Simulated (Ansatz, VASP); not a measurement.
Two plane-wave programs on AgRu3

```
Ru Ag
1.0
     5.50435    0.00000    0.00000
    -2.75218    4.76691    0.00000
     0.00000    0.00000    4.36931
Ru Ag
6 2
Direct
  0.33194 0.16597 0.25000
  0.16597 0.33194 0.75000
  0.83403 0.16597 0.25000
  0.66806 0.83403 0.75000
  0.83403 0.66806 0.25000
  0.16597 0.83403 0.75000
  0.33333 0.66667 0.25000
  0.66667 0.33333 0.75000
```

The cell was built by a generator and needn't be a form met in nature.

Alike in both runs: functional r2SCAN; k mesh 4 × 4 × 5; no spin polarisation.

Ansatz relaxed the structure, and its values are those at the end. VASP's run is a single point on that final structure, the one shown.

|  | VASP | Ansatz |
| --- | --- | --- |
| version | VASP 6.6.1 | Ansatz 0.2.0 |
| potentials or method | VASP PAW PBE potentials, release 64 (Ru_pv, Ag) | PAW plane waves |
| plane-wave cutoff (eV) | 520 | 500 |
| occupations | fermi-dirac, width 0.1 eV | fermi-dirac |
| valence electrons in the cell | 106 | 134 |

VASP gave:

* gap on the k mesh at the Fermi level (eV): none
* pressure (GPa): 1.0
* rms of the force components (eV/Å): 0.004

**Question.** What did Ansatz give for the same quantities?

**Answer.** gap on the k mesh at the Fermi level (eV): none; pressure (GPa): 0.0; rms of the force components (eV/Å): 0.001.

A gap of «none» marks a metal or a gap that the smearing closes. The two sets of potentials don't hold the same shells in valence. Ansatz warned: «structure_snapped_to_symmetry».

Caveats: the PAW data sets were made with another functional, which shifts forces and pressure a little (VASP).
